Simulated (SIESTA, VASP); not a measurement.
Input for VASP

File POSCAR:
```
RbLiZnS2
1
   -2.0127350000     2.0127350000     6.8806200000
    2.0127350000    -2.0127350000     6.8806200000
    2.0127350000     2.0127350000    -6.8806200000
Rb Li Zn S
1 1 1 2
Direct
  0.0000000000   0.0000000000   0.0000000000
  0.2500000000   0.7500000000   0.5000000000
  0.7500000000   0.2500000000   0.5000000000
  0.6528600000   0.6528600000   0.0000000000
  0.3471400000   0.3471400000   0.0000000000
```

**KPOINTS**
```
Automatic mesh
0
Gamma
6 6 6
0 0 0
```

INCAR:
```
LWAVE = .FALSE.
ENCUT = 400   ! plane-wave cut-off (eV)
LASPH = .TRUE.   ! aspherical one-centre terms
ISMEAR = 0   ! Gaussian
PREC = Accurate
LDAUL = -1 -1 2 -1
GGA = PS   ! PBEsol
LMAXMIX = 4   ! l cut-off of mixed one-centre charges
EDIFF = 1E-6   ! SCF stop (eV)
LDAU = .TRUE.
LDAUU = 0 0 4.0 0
LCHARG = .FALSE.
LREAL = .FALSE.   ! projection in real space or not
LDAUTYPE = 2   ! Dudarev
NELM = 100   ! most electronic steps
SIGMA = 0.01   ! width (eV)
ALGO = Normal
SYSTEM = RbLiZnS2
ISIF = 2   ! forces and stress, cell fixed
LDAUJ = 0 0 0 0
```

POTCAR, in this order: Rb_sv Li_sv Zn S (PBE.64 set). Program: vasp_std.

Q: Translate it to SIESTA.

A: One input that does it (GGA PBEsol+U, numerical atomic orbitals DZP, PseudoDojo PBEsol standard norm-conserving potentials (rewritten from UPF to PSML)):
```
# files in the folder: Rb.psml Li.psml Zn.psml S.psml (PseudoDojo PBEsol standard)
SystemName  RbLiZnS2
SystemLabel siesta

NumberOfAtoms                5
NumberOfSpecies              4
%block ChemicalSpeciesLabel
  1 37 Rb
  2 3 Li
  3 30 Zn
  4 16 S
%endblock ChemicalSpeciesLabel
LatticeConstant              1.0 Ang
%block LatticeVectors
    -2.012735000    2.012735000    6.880620000
     2.012735000   -2.012735000    6.880620000
     2.012735000    2.012735000   -6.880620000
%endblock LatticeVectors
AtomicCoordinatesFormat      Ang
%block AtomicCoordinatesAndAtomicSpecies
     0.000000000    0.000000000    0.000000000  1
     2.012735000    0.000000000    3.440310000  2
     0.000000000    2.012735000    3.440310000  3
    -0.000000000    0.000000000    8.984163146  4
    -0.000000000    0.000000000    4.777076854  4
%endblock AtomicCoordinatesAndAtomicSpecies

XC.functional                GGA
XC.authors                   PBEsol
PAO.BasisSize                DZP
PAO.EnergyShift              0.01 Ry
PAO.Polarization.NonPerturbative true
MeshCutoff                   350 Ry
%block kgrid.MonkhorstPack
    6   0   0  0.0
    0   6   0  0.0
    0   0   6  0.0
%endblock kgrid.MonkhorstPack
OccupationFunction           FD
ElectronicTemperature        10 K
DFTU.ProjectorGenerationMethod 2
DFTU.CutoffNorm              0.9
DFTU.FirstIteration          true
%block DFTU.proj
  Zn 1
  n=3 2
  4.00 0.00
  0.00 0.00
%endblock DFTU.proj

MaxSCFIterations             150
SCF.Mixer.Method             Broyden
SCF.Mixer.Weight             0.1
SCF.Mixer.History            6
SCF.DM.Tolerance             1.0E-04
Diag.ParallelOverK           true
WriteForces                  true
Charge.Mulliken              end
```
Both inputs were run and reached self-consistency, which says nothing on mesh or cut-off. Potentials, basis and cut-offs are each code's own, so they don't translate, and total energies aren't comparable.

Fixed occupations appear in VASP as a very narrow Gaussian smearing.

The structure comes from a computed database's RbLiZnS2 entry; how it stands against other phases isn't given here. The cell was not relaxed at this level, and it may have been scaled.
